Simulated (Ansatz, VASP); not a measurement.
## GaBi2BPt2: VASP beside Ansatz

Wanted: the spread between two codes on one cell, functional and k mesh. The cell is invented: As first built, before any earlier steps moved the atoms (in the runner's words): it takes the Bi2Pt structure with some of its atoms replaced by other elements, volume scaled by an estimate. It may not be a known or stable phase. The cell is taken from a series of runs on this material, whose earlier steps may have relaxed, scaled, displaced or heated it; both programs get it as it stands. Valence electrons are named where the data sets of a main pair hold unlike numbers.

Method: plane waves, with VASP 6.6.1 beside it; single point at PBEsol, in Ansatz 0.2.0.

### 1. Starting point

It takes space group P3m1 (No. 156, trigonal). The conventional cell has a = 3.627 Å, b = 3.627 Å, c = 10.320 Å, α = 90.00°, β = 90.00°, γ = 120.00°. Nearest to Bi lie 3 Pt at 2.92 Å and 3 Ga at 3.12 Å and 3 B at 3.16 Å. Nearest to Bi lie 3 Pt at 2.86 Å. Pt has 3 Ga at 2.48 Å and 3 Bi at 2.86 Å nearest. Pt has 3 B at 2.12 Å and 3 Bi at 2.92 Å nearest. Ga has 3 Pt at 2.48 Å and 3 Bi at 3.12 Å nearest. Nearest to B lie 3 Pt at 2.12 Å. As first built, before any earlier steps moved the atoms (in the runner's words): sites of the Bi2Pt structure (space group 164) filled with other elements, volume scaled by an estimate. Farther neighbours are not listed.

### 2. VASP: single point, PBEsol

A single point gives forces, pressure and levels at one fixed geometry, so differences don't come from the geometry; what else differs is listed under the comparison.

Lines of VASP's logs that name or quote its potential files are left out, and so is its time.

INCAR reads:

```
SYSTEM = GaBi2BPt2
PREC = Accurate
ENCUT = 1120
EDIFF = 1E-06
NELM = 100
ISMEAR = 1
SIGMA = 0.2
LREAL = Auto
ALGO = Fast
GGA = PS
NBANDS = 163
LORBIT = 11
LWAVE = .FALSE.
LCHARG = .FALSE.
KPAR = 4
ISIF = 2
```

POSCAR reads:

```
GaBi2BPt2
1.0
    7.2535368196      0.0000000000      0.0000000000
   -3.6267684098      6.2817475688      0.0000000000
    0.0000000000      0.0000000000     10.3199197986
Bi Pt Ga B
8 8 4 4
Direct
    0.3333333350      0.1666666650      0.8652538350
    0.3333333350      0.6666666650      0.8652538350
    0.8333333350      0.1666666650      0.8652538350
    0.8333333350      0.6666666650      0.8652538350
    0.3333333350      0.1666666650      0.3243224723
    0.3333333350      0.6666666650      0.3243224723
    0.8333333350      0.1666666650      0.3243224723
    0.8333333350      0.6666666650      0.3243224723
    0.0000000000      0.0000000000      0.5125513697
    0.0000000000      0.5000000000      0.5125513697
    0.5000000000      0.0000000000      0.5125513697
    0.5000000000      0.5000000000      0.5125513697
    0.0000000000      0.0000000000      0.0621548840
    0.0000000000      0.5000000000      0.0621548840
    0.5000000000      0.0000000000      0.0621548840
    0.5000000000      0.5000000000      0.0621548840
    0.1666666650      0.3333333350      0.6406137466
    0.1666666650      0.8333333350      0.6406137466
    0.6666666650      0.3333333350      0.6406137466
    0.6666666650      0.8333333350      0.6406137466
    0.1666666650      0.3333333350      0.0951036925
    0.1666666650      0.8333333350      0.0951036925
    0.6666666650      0.3333333350      0.0951036925
    0.6666666650      0.8333333350      0.0951036925
```

KPOINTS reads:

```
Automatic mesh
0
Gamma
6 6 4
0 0 0
```

The projector-augmented-wave data sets are Bi_d, Pt, Ga_h and B_h (PBE family, release 64).

On the command line:

```
mpirun -np 4 vasp_std
```

Numbers of over 12 decimals in the logs are rounded to 6 here.

What it wrote:

```text
[banner, memory and clock lines left out]
running    4 mpi-ranks, on    1 nodes
 distrk:  each k-point on    1 cores,    4 groups
 distr:  one band on    1 cores,    1 groups

 POSCAR found type information on POSCAR BiPtGaB
 POSCAR found :  4 types and      24 ions
|                                                                             |
|               ----> ADVICE to this user running VASP <----                  |
|                                                                             |
|     You enforced a specific xc type in the INCAR file but a different       |
|     [... a line on the potential file left out ...]
|     I HOPE YOU KNOW WHAT YOU ARE DOING!                                     |
|                                                                             |

 LDA part: xc-table for (Slater+PW92), standard interpolation
 POSCAR, INCAR and KPOINTS ok, starting setup
 FFT: planning ... GRIDC
 FFT: planning ... GRID_SOFT
 FFT: planning ... GRID
 WAVECAR not read
 entering main loop
       N       E                     dE             d eps       ncg     rms          rms(c)
DAV:   1     0.472771175043E+04    0.47277E+04   -0.18754E+05  7824   0.343E+03
DAV:   2     0.881947567436E+03   -0.38458E+04   -0.37400E+04  7824   0.925E+02
DAV:   3    -0.216187456701E+02   -0.90357E+03   -0.84380E+03  7832   0.359E+02
DAV:   4    -0.131864144015E+03   -0.11025E+03   -0.10308E+03  9784   0.117E+02
DAV:   5    -0.138449117373E+03   -0.65850E+01   -0.64277E+01  9904   0.262E+01    0.291E+01
RMM:   6    -0.132714266807E+03    0.57349E+01   -0.27073E+01  8912   0.118E+01    0.118E+01
RMM:   7    -0.131762675034E+03    0.95159E+00   -0.42476E+00 10252   0.661E+00    0.559E+00
RMM:   8    -0.131509400853E+03    0.25327E+00   -0.14667E+00 12764   0.397E+00    0.291E+00
RMM:   9    -0.131458183936E+03    0.51217E-01   -0.35292E-01 12614   0.177E+00    0.107E+00
RMM:  10    -0.131450790997E+03    0.73929E-02   -0.86531E-02 12650   0.881E-01    0.363E-01
RMM:  11    -0.131451072576E+03   -0.28158E-03   -0.21275E-02 13595   0.414E-01    0.165E-01
RMM:  12    -0.131451289582E+03   -0.21701E-03   -0.45166E-03 13796   0.185E-01    0.699E-02
RMM:  13    -0.131451361321E+03   -0.71739E-04   -0.10545E-03 13641   0.832E-02    0.173E-02
RMM:  14    -0.131451374248E+03   -0.12927E-04   -0.24618E-04 13906   0.399E-02    0.106E-02
RMM:  15    -0.131451376226E+03   -0.19780E-05   -0.64354E-05 12710   0.197E-02    0.485E-03
RMM:  16    -0.131451376001E+03    0.22510E-06   -0.17812E-05 10513   0.107E-02    0.271E-03
RMM:  17    -0.131451376659E+03   -0.65796E-06   -0.57189E-06  7956   0.764E-03
   1 F= -.13145138E+03 E0= -.13144446E+03  d E =-.207426E-01
```

OUTCAR, selected parts (step 2):

```text
ion  position               nearest neighbor table
   1  0.333  0.167  0.865-  15 2.92  13 2.92  16 2.92  19 3.12  17 3.12  18 3.12   3 3.63   3 3.63
                             4 3.63   2 3.63   2 3.63   4 3.63
   2  0.333  0.667  0.865-  16 2.92  14 2.92  15 2.92  20 3.12  18 3.12  17 3.12   4 3.63   4 3.63
                             1 3.63   1 3.63   3 3.63   3 3.63
   3  0.833  0.167  0.865-  13 2.92  15 2.92  14 2.92  17 3.12  19 3.12  20 3.12   1 3.63   1 3.63
                             4 3.63   4 3.63   2 3.63   2 3.63
   4  0.833  0.667  0.865-  14 2.92  16 2.92  13 2.92  18 3.12  20 3.12  19 3.12   2 3.63   2 3.63
                             3 3.63   3 3.63   1 3.63   1 3.63
   5  0.333  0.167  0.324-  11 2.86   9 2.86  12 2.86  15 3.42  13 3.42  16 3.42   7 3.63   7 3.63
                             8 3.63   6 3.63   6 3.63   8 3.63
   6  0.333  0.667  0.324-  12 2.86  10 2.86  11 2.86  16 3.42  14 3.42  15 3.42   8 3.63   8 3.63
                             5 3.63   5 3.63   7 3.63   7 3.63
   7  0.833  0.167  0.324-   9 2.86  11 2.86  10 2.86  13 3.42  15 3.42  14 3.42   5 3.63   5 3.63
                             8 3.63   8 3.63   6 3.63   6 3.63
   8  0.833  0.667  0.324-  10 2.86  12 2.86   9 2.86  14 3.42  16 3.42  13 3.42   6 3.63   6 3.63
                             7 3.63   7 3.63   5 3.63   5 3.63
   9  0.000  0.000  0.513-  18 2.48  20 2.48  17 2.48   7 2.86   5 2.86   8 2.86
  10  0.000  0.500  0.513-  17 2.48  19 2.48  18 2.48   8 2.86   6 2.86   7 2.86
  11  0.500  0.000  0.513-  20 2.48  18 2.48  19 2.48   5 2.86   7 2.86   6 2.86
  12  0.500  0.500  0.513-  19 2.48  17 2.48  20 2.48   6 2.86   8 2.86   5 2.86
  13  0.000  0.000  0.062-  22 2.12  24 2.12  21 2.12   3 2.92   1 2.92   4 2.92   7 3.42   5 3.42
                             8 3.42
  14  0.000  0.500  0.062-  21 2.12  23 2.12  22 2.12   4 2.92   2 2.92   3 2.92   8 3.42   6 3.42
                             7 3.42
  15  0.500  0.000  0.062-  24 2.12  22 2.12  23 2.12   1 2.92   3 2.92   2 2.92   5 3.42   7 3.42
                             6 3.42
  16  0.500  0.500  0.062-  23 2.12  21 2.12  24 2.12   2 2.92   4 2.92   1 2.92   6 3.42   8 3.42
                             5 3.42
  17  0.167  0.333  0.641-  10 2.48  12 2.48   9 2.48   3 3.12   1 3.12   2 3.12
  18  0.167  0.833  0.641-   9 2.48  11 2.48  10 2.48   4 3.12   2 3.12   1 3.12
  19  0.667  0.333  0.641-  12 2.48  10 2.48  11 2.48   1 3.12   3 3.12   4 3.12
  20  0.667  0.833  0.641-  11 2.48   9 2.48  12 2.48   2 3.12   4 3.12   3 3.12
  21  0.167  0.333  0.095-  14 2.12  16 2.12  13 2.12
  22  0.167  0.833  0.095-  13 2.12  15 2.12  14 2.12
  23  0.667  0.333  0.095-  16 2.12  14 2.12  15 2.12
  24  0.667  0.833  0.095-  15 2.12  13 2.12  16 2.12

  LATTYP: Found a hexagonal cell.
 ALAT       =     7.2535368196
 C/A-ratio  =     1.4227431466

 Subroutine GETGRP returns: Found  6 space group operations
 (whereof  6 operations were pure point group operations)

The static configuration has the point symmetry C_3v.

 Found     24 irreducible k-points:

   k-points           NKPTS =     24   k-points in BZ     NKDIM =     24   number of bands    NBANDS=    163

   dimension x,y,z NGX =    80 NGY =   80 NGZ =  120
   dimension x,y,z NGXF=   160 NGYF=  160 NGZF=  240

   ENCUT  = 1120.0 eV  82.32 Ry    9.07 a.u.  19.79 19.79 28.16*2*pi/ulx,y,z

   NELECT =     264.0000    total number of electrons

 k-points in reciprocal lattice and weights: Automatic mesh
   0.00000000  0.00000000  0.00000000       0.007
   0.16666667 -0.00000000  0.00000000       0.042
   0.33333333  0.00000000  0.00000000       0.042
   0.50000000 -0.00000000  0.00000000       0.021
   0.16666667  0.16666667  0.00000000       0.042
   0.33333333  0.16666667  0.00000000       0.083
   0.33333333  0.33333333  0.00000000       0.014
   0.00000000  0.00000000  0.25000000       0.014
   0.16666667 -0.00000000  0.25000000       0.042
[...]
0.33333333  0.16666667  0.50000000       0.083
   0.33333333  0.33333333  0.50000000       0.014

 average (electrostatic) potential at core
       1-102.2724       2-102.2724       3-102.2724       4-102.2724       5-102.1944
       6-102.1944       7-102.1944       8-102.1944       9 -65.0603      10 -65.0603
      11 -65.0603      12 -65.0603      13 -66.0013      14 -66.0013      15 -66.0013
      16 -66.0013      17-105.6485      18-105.6485      19-105.6485      20-105.6485
      21 -74.4000      22 -74.4000      23 -74.4000      24 -74.4000

 E-fermi :   8.5806

 k-point     1 :       0.0000    0.0000    0.0000
  band No.  band energies     occupation
    ...
    128       7.6939      2.00000
    129       7.6939      2.00000
    130       8.0989      2.00345
    131       8.0989      2.00345
    132       8.0989      2.00345
    133       9.4072     -0.00000
    134       9.4072     -0.00000
    135       9.4072     -0.00000
    136       9.6764     -0.00000
    137       9.9085     -0.00000
    ...

 k-point     2 :       0.1667   -0.0000    0.0000
  band No.  band energies     occupation
    ...
    128       7.6780      2.00000
    129       7.7601      2.00000
    130       8.1865      2.01757
    131       8.1865      2.01757
    132       8.3652      2.06276
    133       9.3782     -0.00000
    134       9.3941     -0.00000
    135       9.3941     -0.00000
    136       9.5020     -0.00000
    137       9.7072     -0.00000
    ...

 k-point     3 :       0.3333    0.0000    0.0000
  band No.  band energies     occupation
    ...
    128       7.8616      2.00000
    129       8.3609      2.06513
    130       8.3693      2.06011
    131       8.3693      2.06011
    132       8.4273      1.96205
    133       8.7868     -0.05608
    134       8.7868     -0.05608
    135       9.0110     -0.00950
    136       9.0929     -0.00175
    137       9.0956     -0.00164
    ...

  Total       -3.0434753     -3.0434757     -4.5080708     -0.0000000      0.0000000      0.0000000
  in kB      -10.3698803    -10.3698817    -15.3601227     -0.0000000      0.0000000      0.0000000
  external PRESSURE =     -12.0332949 kB  Pullay stress =       0.0000000 kB

  energy-cutoff  :     1120.00
  volume of cell :      470.23
      direct lattice vectors                 reciprocal lattice vectors
     7.253536820  0.000000000  0.000000000     0.137863779  0.079595685  0.000000000
    -3.626768410  6.281747569  0.000000000     0.000000000  0.159191370  0.000000000
     0.000000000  0.000000000 10.319919799     0.000000000  0.000000000  0.096899978

 POSITION                                       TOTAL-FORCE (eV/Angst)
 -----------------------------------------------------------------------------------
      1.81338      1.04696      8.92935        -0.000000      0.000000      0.134647
      0.00000      4.18783      8.92935         0.000000      0.000000      0.134647
      5.44015      1.04696      8.92935        -0.000000      0.000000      0.134647
      3.62677      4.18783      8.92935         0.000000      0.000000      0.134647
      1.81338      1.04696      3.34698         0.000000      0.000000     -0.155837
      0.00000      4.18783      3.34698         0.000000     -0.000000     -0.155837
      5.44015      1.04696      3.34698         0.000000     -0.000000     -0.155837
      3.62677      4.18783      3.34698        -0.000000      0.000000     -0.155837
      0.00000      0.00000      5.28949         0.000000     -0.000000     -0.010964
     -1.81338      3.14087      5.28949         0.000000     -0.000000     -0.010964
      3.62677      0.00000      5.28949         0.000000     -0.000000     -0.010964
      1.81338      3.14087      5.28949         0.000000     -0.000000     -0.010964
      0.00000      0.00000      0.64143        -0.000000     -0.000000      0.033140
     -1.81338      3.14087      0.64143         0.000000     -0.000000      0.033140
      3.62677      0.00000      0.64143        -0.000000     -0.000000      0.033140
      1.81338      3.14087      0.64143         0.000000     -0.000000      0.033140
     -0.00000      2.09392      6.61108         0.000000     -0.000000     -0.045756
     -1.81338      5.23479      6.61108        -0.000000     -0.000000     -0.045756
      3.62677      2.09392      6.61108         0.000000     -0.000000     -0.045756
      1.81338      5.23479      6.61108         0.000000     -0.000000     -0.045756
     -0.00000      2.09392      0.98146         0.000000     -0.000000      0.044770
     -1.81338      5.23479      0.98146         0.000000     -0.000000      0.044770
      3.62677      2.09392      0.98146        -0.000000     -0.000000      0.044770
      1.81338      5.23479      0.98146         0.000000      0.000000      0.044770
 -----------------------------------------------------------------------------------
    total drift:                               -0.000108      0.000051     -0.072613

  FREE ENERGIE OF THE ION-ELECTRON SYSTEM (eV)
  ---------------------------------------------------
  free  energy   TOTEN  =      -131.4513766585 eV

  energy  without entropy=     -131.4306340799  energy(sigma->0) =     -131.44446247

 total charge
# of ion       s       p       d       tot
------------------------------------------
    1        1.543   1.277   9.951  12.771
    2        1.543   1.277   9.951  12.771
    3        1.543   1.277   9.951  12.771
    4        1.543   1.277   9.951  12.771
    5        1.562   1.204   9.956  12.722
    6        1.562   1.204   9.956  12.722
    7        1.562   1.204   9.956  12.722
    8        1.562   1.204   9.956  12.722
    9        0.752   0.427   8.216   9.394
   10        0.752   0.427   8.216   9.394
   11        0.752   0.427   8.216   9.394
   12        0.752   0.427   8.216   9.394
   13        0.811   0.627   8.088   9.526
   14        0.811   0.627   8.088   9.526
   15        0.811   0.627   8.088   9.526
   16        0.811   0.627   8.088   9.526
   17        0.589   0.341   9.746  10.676
   18        0.589   0.341   9.746  10.676
   19        0.589   0.341   9.746  10.676
   20        0.589   0.341   9.746  10.676
   21        0.203   0.307   0.000   0.510
   22        0.203   0.307   0.000   0.510
   23        0.203   0.307   0.000   0.510
   24        0.203   0.307   0.000   0.510
--------------------------------------------------
tot         21.842  16.728 183.830 222.400

[... 3 further parts left out ...]
```

The run ends at a pressure of -1.20 GPa, with forces up to 0.16 eV/Å.

[end of part 1 of 2]

[Lines on the potential files, build, host, timing and source positions are cut from VASP's logs without a mark.]

[Logs are printed without paths, hosts, clocks, repeated set-up lines and the standing remarks that a program may print on its own settings, such as how far it seeks lower states.]

[Hosts, paths, dates, database ids (printed as entryN), source tags and the programs' standing remarks are cut or masked in the printed files.]
